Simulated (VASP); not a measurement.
# Ta2Si under strain, part 4 of 4

Aim: follow the pressure of Ta2Si through compression, expansion and shear. All runs use PBEsol. Left out of this account: 1 further run (fields: a reference on another mesh). The start is a computed cell from the Materials Project.

VASP 6.6.1; PBEsol; plane waves and PAW (Ta_pv, Si).

Still holding for the runs below: Spin-orbit coupling is off here; with elements this heavy it splits and shifts levels by tenths of an eV or more.

So far, pressure (GPa): step 2 (bands, cell as listed) -2.89; step 3 (cell volume +4.0 %) -10.8; step 4 (cell volume +8.0 %) -17.2; step 5 (bands, sheared, principal strains -2.4, -0.4, +2.8 %) -2.43; step 6 (cell volume -4.0 %) 6.82.

### 7. Bands, volume times 0.92

The cell is scaled evenly once more. A prediction first. A parabola through the 4 pressures of evenly scaled cells so far, P = -2.87 -219.2 t +438 t² GPa with t = ln(V/V₁) and V₁ the volume at scale 1, gives 18.45 GPa at t = -0.0834.

Contents of INCAR:

```
SYSTEM = Ta2Si
PREC = Accurate
ENCUT = 400
EDIFF = 1E-06
NELM = 100
ISMEAR = -1
SIGMA = 0.05
LREAL = .FALSE.
ALGO = Normal
GGA = PS
NBANDS = 42
LASPH = .TRUE.
LORBIT = 11
LWAVE = .FALSE.
LCHARG = .FALSE.
KPAR = 4
```

Contents of POSCAR:

```
Ta2Si
1.0
   -3.0031237376      3.0031237376      2.4544652513
    3.0031237376     -3.0031237376      2.4544652513
    3.0031237376      3.0031237376     -2.4544652513
Ta Si
4 2
Direct
    0.6635932100      0.8364067900      0.5000000000
    0.8364067900      0.3364067900      0.1728135800
    0.3364067900      0.1635932100      0.5000000000
    0.1635932100      0.6635932100      0.8271864200
    0.2500000000      0.2500000000      0.0000000000
    0.7500000000      0.7500000000      0.0000000000
```

Contents of KPOINTS:

```
Automatic mesh
0
Gamma
8 8 8
0 0 0
```

Contents of KPOINTS_OPT:

```
Line mode
16
Line-mode
Reciprocal
  0.00000000   0.00000000   0.00000000 GAMMA
  0.00000000   0.00000000   0.50000000 X

  0.00000000   0.00000000   0.50000000 X
 -0.50000000   0.50000000   0.50000000 M

 -0.50000000   0.50000000   0.50000000 M
  0.00000000   0.00000000   0.00000000 GAMMA

  0.00000000   0.00000000   0.00000000 GAMMA
  0.41699649   0.41699649  -0.41699649 Z

  0.41699649   0.41699649  -0.41699649 Z
  0.25000000   0.25000000   0.25000000 P

  0.25000000   0.25000000   0.25000000 P
  0.00000000   0.50000000   0.00000000 N

  0.00000000   0.50000000   0.00000000 N
 -0.41699649   0.58300351   0.41699649 Z1

 -0.41699649   0.58300351   0.41699649 Z1
 -0.50000000   0.50000000   0.50000000 M

  0.00000000   0.00000000   0.50000000 X
  0.25000000   0.25000000   0.25000000 P
```

The projector-augmented-wave data sets are Ta_pv and Si (PBE family, release 64).

The run is started by

```sh
> mpirun -np 4 vasp_std
```

What it wrote:

```text
[... set-up lines as in an earlier step ...]
 entering main loop
       N       E                     dE             d eps       ncg     rms          rms(c)
DAV:   1     0.416675356904E+03    0.41668E+03   -0.23091E+04  4956   0.104E+03
DAV:   2    -0.503240947741E+02   -0.46700E+03   -0.45001E+03  5476   0.344E+02
DAV:   3    -0.681378534234E+02   -0.17814E+02   -0.17454E+02  6262   0.656E+01
DAV:   4    -0.683539182524E+02   -0.21606E+00   -0.21527E+00  5910   0.724E+00
DAV:   5    -0.683563528657E+02   -0.24346E-02   -0.24338E-02  6194   0.772E-01    0.366E+01
DAV:   6    -0.654272833373E+02    0.29291E+01   -0.52181E+00  5854   0.117E+01    0.171E+01
DAV:   7    -0.649899651219E+02    0.43732E+00   -0.15228E+00  6202   0.592E+00    0.349E+00
DAV:   8    -0.649573342619E+02    0.32631E-01   -0.45654E-02  5858   0.873E-01    0.823E-01
DAV:   9    -0.649541626010E+02    0.31717E-02   -0.69856E-03  6012   0.367E-01    0.217E-01
DAV:  10    -0.649540502039E+02    0.11240E-03   -0.46006E-04  6060   0.121E-01    0.104E-01
DAV:  11    -0.649540508065E+02   -0.60254E-06   -0.42035E-05  6130   0.354E-02    0.319E-02
DAV:  12    -0.649540485566E+02    0.22499E-05   -0.32896E-06  5168   0.107E-02    0.563E-03
DAV:  13    -0.649540489414E+02   -0.38483E-06   -0.76706E-07  3028   0.524E-03
   1 F= -.64954049E+02 E0= -.64940489E+02  d E =-.271189E-01
 Start KPOINTS_OPT (optional k-point list driver)
k-point batch [1-59\144]
       N       E                     dE             ncg
DAV:   1    -0.856854595356E+03   -0.46669E+05     4956
DAV:   2    -0.284925256579E+05   -0.27636E+05     5492
DAV:   3    -0.296011694134E+05   -0.11086E+04     6266
DAV:   4    -0.296158223862E+05   -0.14653E+02     5800
DAV:   5    -0.296160252598E+05   -0.20287E+00     6224
DAV:   6    -0.296160288277E+05   -0.35679E-02     5836
DAV:   7    -0.296160289176E+05   -0.89893E-04     6288
DAV:   8    -0.296160289198E+05   -0.22696E-05     4130
DAV:   9    -0.296160289201E+05   -0.30237E-06     3868
[...]
k-point batch [119-144\144]
       N       E                     dE             ncg
DAV:   1     0.441567315589E+05   -0.34560E+05     2192
DAV:   2     0.318998672791E+05   -0.12257E+05     2428
DAV:   3     0.314073448813E+05   -0.49252E+03     2678
DAV:   4     0.314002338702E+05   -0.71110E+01     2540
DAV:   5     0.314001396573E+05   -0.94213E-01     2744
DAV:   6     0.314001379436E+05   -0.17137E-02     2572
DAV:   7     0.314001378995E+05   -0.44096E-04     2744
DAV:   8     0.314001378984E+05   -0.11213E-05     1852
DAV:   9     0.314001378983E+05   -0.13704E-06     1728
```

It took 47 s on 4 MPI ranks of Intel Xeon 6975P-C (Granite Rapids), shared host; peak memory 1.3 GiB; 3 min of CPU time.

OUTCAR, selected parts (step 7):

```text
   ENCUT  =  400.0 eV  29.40 Ry    5.42 a.u.   8.00  8.00  8.00*2*pi/ulx,y,z

   NELECT =      52.0000    total number of electrons

 E-fermi :   8.2247

 k-point     1 :       0.0000    0.0000    0.0000
  band No.  band energies     occupation
    ...
     20       5.5140      2.00000
     21       5.5327      2.00000
     22       5.6675      2.00000
     23       5.6675      2.00000
     24       6.1279      2.00000
     25       8.3176      0.26986
     26       8.4594      0.01816
     27       9.2717      0.00000
     28       9.6276      0.00000
     29       9.6276      0.00000
    ...

  Total       10.2216060     10.2216060     10.6364118      0.0000000      0.0000000      0.0000000
  in kB      184.9551313    184.9551313    192.4608468      0.0000000      0.0000000      0.0000000
  external PRESSURE =     187.4570365 kB  Pullay stress =       0.0000000 kB

 POSITION                                       TOTAL-FORCE (eV/Angst)
 -----------------------------------------------------------------------------------
      2.02054      0.98258      2.45447         0.199503     -0.199503      0.000000
     -0.98258      2.02054      2.45447         0.199503      0.199503      0.000000
      0.98258      2.02054      0.00000        -0.199503      0.199503     -0.000000
      3.98571      0.98258      0.00000        -0.199503     -0.199503     -0.000000
      0.00000      0.00000      1.22723        -0.000000      0.000000      0.000000
      0.00000      0.00000      3.68170        -0.000000     -0.000000      0.000000
 -----------------------------------------------------------------------------------
    total drift:                               -0.000000     -0.000000      0.000000

  FREE ENERGIE OF THE ION-ELECTRON SYSTEM (eV)
  ---------------------------------------------------
  free  energy   TOTEN  =       -64.9540489414 eV

  energy  without entropy=      -64.9269300139  energy(sigma->0) =      -64.94048948

[... 4 parts as in an earlier step ...]

[... 12 further parts left out ...]
```

Numbers from this step:

```yaml
free_energy_toten: -64.9540 eV
energy_at_zero_smearing: -64.9405 eV
fermi_energy: 8.225 eV
pressure: 18.75 GPa
```

The electronic bands at the labelled points (eV, zero at the Fermi level; # counts the bands kept, so #1 is VASP's band 14):

| point | #10 | #11 | #12 | #13 | #14 | #15 | #16 | #17 |
| --- | --- | --- | --- | --- | --- | --- | --- | --- |
| Γ | -2.56 | -2.10 | 0.09 | 0.23 | 1.05 | 1.40 | 1.40 | 1.70 |
| 0.47 of the way | -2.47 | -2.24 | -0.26 | 0.41 | 0.41 | 0.66 | 0.67 | 2.48 |
| X | -1.94 | -1.49 | -0.27 | 0.00 | 0.07 | 0.63 | 1.47 | 1.93 |
| 0.47 of the way | -1.95 | -1.59 | -0.61 | -0.06 | 0.00 | 0.13 | 1.40 | 2.39 |
| M | -1.14 | -1.14 | -1.12 | -1.09 | -0.36 | 0.17 | 0.76 | 0.76 |
| 0.53 of the way | -2.32 | -2.26 | -0.61 | -0.27 | 0.55 | 0.62 | 0.70 | 2.79 |
| Γ | -2.56 | -2.10 | 0.09 | 0.23 | 1.05 | 1.40 | 1.40 | 1.70 |
| 0.47 of the way | -2.21 | -1.51 | -1.09 | -0.93 | 0.73 | 0.87 | 0.87 | 2.00 |
| Z | -1.27 | -1.08 | -1.08 | -0.86 | -0.16 | 0.43 | 0.43 | 0.94 |
| 0.47 of the way | -2.06 | -1.89 | -1.54 | -0.35 | 0.68 | 0.74 | 1.52 | 1.82 |
| P | -2.12 | -2.12 | -1.13 | -1.13 | 0.82 | 0.82 | 1.94 | 1.94 |
| 0.47 of the way | -2.08 | -2.08 | -1.12 | -1.12 | 0.79 | 0.79 | 2.07 | 2.07 |
| N | -2.17 | -2.17 | -1.03 | -1.03 | 0.71 | 0.71 | 2.06 | 2.06 |
| 0.53 of the way | -1.77 | -1.75 | -1.42 | 0.07 | 0.18 | 0.46 | 1.01 | 1.42 |
| Z1 | -1.27 | -1.08 | -1.08 | -0.86 | -0.16 | 0.43 | 0.43 | 0.94 |
| 0.47 of the way | -1.45 | -1.12 | -1.12 | -0.61 | -0.59 | 0.48 | 0.65 | 0.65 |
| M | -1.14 | -1.14 | -1.12 | -1.09 | -0.36 | 0.17 | 0.76 | 0.76 |
| jump to X | -1.94 | -1.49 | -0.27 | 0.00 | 0.07 | 0.63 | 1.47 | 1.93 |
| 0.47 of the way | -2.24 | -1.34 | -1.24 | -0.23 | 0.05 | 0.91 | 1.72 | 2.77 |
| P | -2.12 | -2.12 | -1.13 | -1.13 | 0.82 | 0.82 | 1.94 | 1.94 |

Of the projections kept (Ta, Si), the largest for each band there; the rest of the weight can lie on other orbitals:

| point | #10 | #11 | #12 | #13 | #14 | #15 | #16 | #17 |
| --- | --- | --- | --- | --- | --- | --- | --- | --- |
| Γ | Ta 0.71 | Ta 1.00 | Ta 1.00 | Ta 1.00 | Ta 1.00 | Ta 1.00 | Ta 1.00 | Ta 0.95 |
| X | Ta 0.75 | Ta 0.90 | Ta 0.97 | Ta 1.00 | Ta 0.99 | Ta 1.00 | Ta 0.99 | Ta 1.00 |
| M | Ta 0.96 | Ta 0.96 | Ta 1.00 | Ta 1.00 | Ta 1.00 | Ta 1.00 | Ta 0.89 | Ta 0.89 |
| Γ | Ta 0.71 | Ta 1.00 | Ta 1.00 | Ta 1.00 | Ta 1.00 | Ta 1.00 | Ta 1.00 | Ta 0.95 |
| Z | Ta 0.98 | Ta 0.97 | Ta 0.97 | Ta 1.00 | Ta 1.00 | Ta 0.88 | Ta 0.88 | Ta 1.00 |
| P | Ta 0.98 | Ta 0.98 | Ta 0.91 | Ta 0.91 | Ta 0.90 | Ta 0.90 | Ta 0.99 | Ta 0.99 |

Force by atom:

| atom | x (eV/Å) | y (eV/Å) | z (eV/Å) | size |
| --- | --- | --- | --- | --- |
| Ta1 | 0.200 | -0.200 | 0.000 | 0.282 |
| Ta2 | 0.200 | 0.200 | 0.000 | 0.282 |
| Ta3 | -0.200 | 0.200 | 0.000 | 0.282 |
| Ta4 | -0.200 | -0.200 | 0.000 | 0.282 |
| Si5 | 0.000 | 0.000 | 0.000 | 0.000 |
| Si6 | 0.000 | 0.000 | 0.000 | 0.000 |

 The pressure is 18.75 GPa. The parabola predicted 18.45 GPa, -0.29 GPa off.

### 8. Bands, atoms displaced by up to 0.05 Å

The atoms are moved off their sites at random, as a crude picture of disorder.

INCAR is that of step 7.

Contents of POSCAR:

```
Ta2Si
1.0
   -3.0877629443      3.0877629443      2.5236412193
    3.0877629443     -3.0877629443      2.5236412193
    3.0877629443      3.0877629443     -2.5236412193
Ta Si
4 2
Direct
    0.6664370000      0.8367540000      0.5000870000
    0.8336980000      0.3317410000      0.1701900000
    0.3336840000      0.1617390000      0.4946360000
    0.1660640000      0.6670740000      0.8326990000
    0.2493680000      0.2579280000      0.0068810000
    0.7469340000      0.7495220000      0.0005500000
```

KPOINTS is that of step 7.

KPOINTS_OPT is that of step 7.

The run is started by

```sh
> mpirun -np 4 vasp_std
```

What it wrote:

```text
[... set-up lines as in an earlier step ...]
 entering main loop
       N       E                     dE             d eps       ncg     rms          rms(c)
DAV:   1     0.408459858281E+03    0.40846E+03   -0.23181E+04 21856   0.103E+03
DAV:   2    -0.509056114364E+02   -0.45937E+03   -0.44296E+03 24384   0.338E+02
DAV:   3    -0.686522452835E+02   -0.17747E+02   -0.17366E+02 27802   0.643E+01
DAV:   4    -0.688875892533E+02   -0.23534E+00   -0.23434E+00 26090   0.737E+00
DAV:   5    -0.688903908937E+02   -0.28016E-02   -0.28003E-02 27432   0.809E-01    0.316E+01
DAV:   6    -0.657454480984E+02    0.31449E+01   -0.58816E+00 26032   0.120E+01    0.141E+01
DAV:   7    -0.653049649797E+02    0.44048E+00   -0.15940E+00 27640   0.585E+00    0.316E+00
DAV:   8    -0.652693884856E+02    0.35576E-01   -0.54354E-02 25940   0.116E+00    0.786E-01
DAV:   9    -0.652663765798E+02    0.30119E-02   -0.10238E-02 27302   0.803E-01    0.266E-01
DAV:  10    -0.652655714782E+02    0.80510E-03   -0.19430E-03 27100   0.409E-01    0.163E-01
DAV:  11    -0.652655319198E+02    0.39558E-04   -0.48006E-04 26464   0.148E-01    0.702E-02
DAV:  12    -0.652655249441E+02    0.69758E-05   -0.86027E-05 27074   0.857E-02    0.312E-02
DAV:  13    -0.652655187502E+02    0.61939E-05   -0.23535E-05 25080   0.298E-02    0.126E-02
DAV:  14    -0.652655184807E+02    0.26950E-06   -0.13851E-06 14624   0.849E-03
   1 F= -.65265518E+02 E0= -.65251705E+02  d E =-.276275E-01
 Start KPOINTS_OPT (optional k-point list driver)
k-point batch [1-144\144]
       N       E                     dE             ncg
DAV:   1     0.216553971169E+04   -0.16404E+06    12104
DAV:   2    -0.643760244929E+05   -0.66542E+05    13482
DAV:   3    -0.670054611666E+05   -0.26294E+04    15086
DAV:   4    -0.670443841701E+05   -0.38923E+02    14136
DAV:   5    -0.670449096623E+05   -0.52549E+00    15186
DAV:   6    -0.670449206205E+05   -0.10958E-01    14418
DAV:   7    -0.670449209312E+05   -0.31066E-03    15332
DAV:   8    -0.670449209400E+05   -0.88077E-05    10686
DAV:   9    -0.670449209410E+05   -0.94493E-06     9612
```

The job ended after 3.2 min (4 MPI ranks; peak memory 3.7 GiB).

From OUTCAR (step 8):

```text
   NELECT =      52.0000    total number of electrons

 E-fermi :   7.4070

 k-point     1 :       0.0000    0.0000    0.0000
  band No.  band energies     occupation
    ...
     21       4.9222      2.00000
     22       4.9339      2.00000
     23       4.9838      2.00000
     24       5.4104      2.00000
     25       7.4551      0.55299
     26       7.6171      0.02947
     27       8.4030      0.00000
     28       8.7026      0.00000
     29       8.7430      0.00000
     30       8.9212      0.00000
    ...

  Total       -1.8730221     -1.6639081     -1.0263662     -0.1349601      0.1299761      0.0178619
  in kB      -31.1801335    -27.6990205    -17.0858823     -2.2466767      2.1637076      0.2973460
  external PRESSURE =     -25.3216788 kB  Pullay stress =       0.0000000 kB

 POSITION                                       TOTAL-FORCE (eV/Angst)
 -----------------------------------------------------------------------------------
      2.07005      1.01825      2.53147         0.390424     -0.002131     -0.016620
     -1.02442      2.07543      2.51165         0.557845     -0.013209      0.035069
      0.99639      2.05824      0.00199         0.274405      0.457673     -0.168083
      4.11818      1.02418      0.00111        -0.069504     -0.493412      0.075385
      0.04768     -0.00518      1.26287        -0.808601     -0.003023      0.053650
      0.00969     -0.00629      3.77513        -0.344570      0.054102      0.020599
 -----------------------------------------------------------------------------------
    total drift:                               -0.000072     -0.000010     -0.000031

  FREE ENERGIE OF THE ION-ELECTRON SYSTEM (eV)
  ---------------------------------------------------
  free  energy   TOTEN  =       -65.2655184807 eV

  energy  without entropy=      -65.2378910168  energy(sigma->0) =      -65.25170475

[... 5 parts as in an earlier step ...]

[... 12 further parts left out ...]
```

Numbers from this step:

```yaml
scf_cycles: 14
irreducible_k_points: 260
symmetry_operations: 1
free_energy_toten: -65.2655 eV
energy_at_zero_smearing: -65.2517 eV
fermi_energy: 7.407 eV
pressure: -2.532 GPa
```

The electronic bands at the labelled points (eV, zero at the Fermi level; # counts the bands kept, so #1 is VASP's band 14):

| point | #10 | #11 | #12 | #13 | #14 | #15 | #16 | #17 |
| --- | --- | --- | --- | --- | --- | --- | --- | --- |
| Γ | -2.42 | -2.00 | 0.05 | 0.21 | 1.00 | 1.30 | 1.34 | 1.51 |
| 0.53 of the way | -2.29 | -2.14 | -0.18 | 0.28 | 0.33 | 0.51 | 0.62 | 2.38 |
| X | -1.91 | -1.45 | -0.23 | 0.01 | 0.08 | 0.59 | 1.34 | 1.72 |
| 0.53 of the way | -1.64 | -1.62 | -0.64 | -0.05 | 0.05 | 0.08 | 1.35 | 2.04 |
| M | -1.07 | -1.03 | -0.97 | -0.96 | -0.29 | 0.28 | 0.74 | 0.81 |
| 0.53 of the way | -2.17 | -2.06 | -0.58 | -0.22 | 0.53 | 0.61 | 0.66 | 2.49 |
| Γ | -2.42 | -2.00 | 0.05 | 0.21 | 1.00 | 1.30 | 1.34 | 1.51 |
| 0.53 of the way | -1.78 | -1.74 | -1.07 | -0.86 | 0.58 | 0.61 | 0.68 | 1.52 |
| Z | -1.03 | -0.99 | -0.97 | -0.72 | -0.23 | 0.42 | 0.51 | 0.96 |
| 0.47 of the way | -1.83 | -1.66 | -1.36 | -0.41 | 0.64 | 0.75 | 1.45 | 1.73 |
| P | -1.89 | -1.86 | -1.10 | -1.08 | 0.67 | 0.69 | 1.78 | 1.83 |
| 0.53 of the way | -1.88 | -1.85 | -1.14 | -1.09 | 0.68 | 0.75 | 1.87 | 1.92 |
| N | -1.96 | -1.95 | -1.10 | -1.04 | 0.67 | 0.76 | 1.84 | 1.88 |
| 0.47 of the way | -1.65 | -1.62 | -1.38 | -0.12 | 0.41 | 0.50 | 1.11 | 1.54 |
| Z1 | -1.03 | -0.99 | -0.97 | -0.72 | -0.23 | 0.42 | 0.51 | 0.96 |
| 0.47 of the way | -1.23 | -1.03 | -1.00 | -0.60 | -0.48 | 0.53 | 0.64 | 0.72 |
| M | -1.07 | -1.03 | -0.97 | -0.96 | -0.29 | 0.28 | 0.74 | 0.81 |
| jump to X | -1.91 | -1.45 | -0.23 | 0.01 | 0.08 | 0.59 | 1.34 | 1.72 |
| 0.53 of the way | -1.99 | -1.32 | -1.26 | -0.29 | 0.03 | 0.95 | 1.72 | 2.41 |
| P | -1.89 | -1.86 | -1.10 | -1.08 | 0.67 | 0.69 | 1.78 | 1.83 |

Of the projections kept (Ta, Si), the largest for each band there; the rest of the weight can lie on other orbitals:

| point | #10 | #11 | #12 | #13 | #14 | #15 | #16 | #17 |
| --- | --- | --- | --- | --- | --- | --- | --- | --- |
| Γ | Ta 0.91 | Ta 1.00 | Ta 1.00 | Ta 1.00 | Ta 1.00 | Ta 1.00 | Ta 1.00 | Ta 0.96 |
| X | Ta 0.96 | Ta 0.89 | Ta 0.98 | Ta 1.00 | Ta 1.00 | Ta 1.00 | Ta 0.99 | Ta 1.00 |
| M | Ta 0.97 | Ta 0.96 | Ta 0.99 | Ta 1.00 | Ta 1.00 | Ta 1.00 | Ta 0.90 | Ta 0.90 |
| Γ | Ta 0.91 | Ta 1.00 | Ta 1.00 | Ta 1.00 | Ta 1.00 | Ta 1.00 | Ta 1.00 | Ta 0.96 |
| Z | Ta 0.99 | Ta 0.97 | Ta 0.98 | Ta 1.00 | Ta 1.00 | Ta 0.90 | Ta 0.89 | Ta 1.00 |
| P | Ta 0.98 | Ta 0.98 | Ta 0.92 | Ta 0.92 | Ta 0.90 | Ta 0.90 | Ta 0.99 | Ta 0.99 |

Force by atom:

| atom | x (eV/Å) | y (eV/Å) | z (eV/Å) | size |
| --- | --- | --- | --- | --- |
| Ta1 | 0.390 | -0.002 | -0.017 | 0.391 |
| Ta2 | 0.558 | -0.013 | 0.035 | 0.559 |
| Ta3 | 0.274 | 0.458 | -0.168 | 0.559 |
| Ta4 | -0.070 | -0.493 | 0.075 | 0.504 |
| Si5 | -0.809 | -0.003 | 0.054 | 0.810 |
| Si6 | -0.345 | 0.054 | 0.021 | 0.349 |

 The pressure is -2.53 GPa, and the symmetry operations fall from 16 to 1.

### 9. Side by side

| cell | mesh | pressure (GPa) | gap (eV) |
| --- | --- | --- | --- |
| cell as listed | 8×8×8 | -2.89 | none |
| volume times 1.04 | 8×8×8 | -10.77 | none |
| volume times 1.08 | 8×8×8 | -17.16 | none |
| sheared, principal strains -2.4, -0.4, +2.8 % | 8×8×8 | -2.43 | none |
| volume times 0.96 | 8×8×8 | 6.82 | none |
| volume times 0.92 | 8×8×8 | 18.75 | none |
| atoms displaced by up to 0.05 Å | 8×8×8 | -2.53 | none |

### 10. Summary of results

```json
{
  "pressure, cell as listed": "-2.89 GPa",
  "pressure, volume times 1.04": "-10.8 GPa",
  "pressure, volume times 1.08": "-17.2 GPa",
  "pressure, sheared, principal strains -2.4, -0.4, +2.8 %": "-2.43 GPa",
  "pressure, volume times 0.96": "6.82 GPa",
  "pressure, volume times 0.92": "18.7 GPa",
  "pressure, atoms displaced by up to 0.05 Å": "-2.53 GPa",
  "bulk modulus at the listed volume, shape and positions held": "221 GPa"
}
```

**Reading.** The slope of pressure against ln V at the listed volume gives a bulk modulus of 221 GPa at fixed shape and positions, an upper bound since the atoms bear forces. The atoms were not relaxed in the changed cells. Spin-orbit coupling is left out, and with elements this heavy it would split and shift bands near the Fermi level.

[Lines on the potential files, build, host, timing and source positions are cut from VASP's logs without a mark.]

[Logs are printed without paths, hosts, clocks, repeated set-up lines and the standing remarks that a program may print on its own settings, such as how far it seeks lower states.]

[Hosts, paths, dates, database ids (printed as entryN), source tags and the programs' standing remarks are cut or masked in the printed files.]

[A measured line is paired with the nearest computed mode of its activity, which favours agreement.]
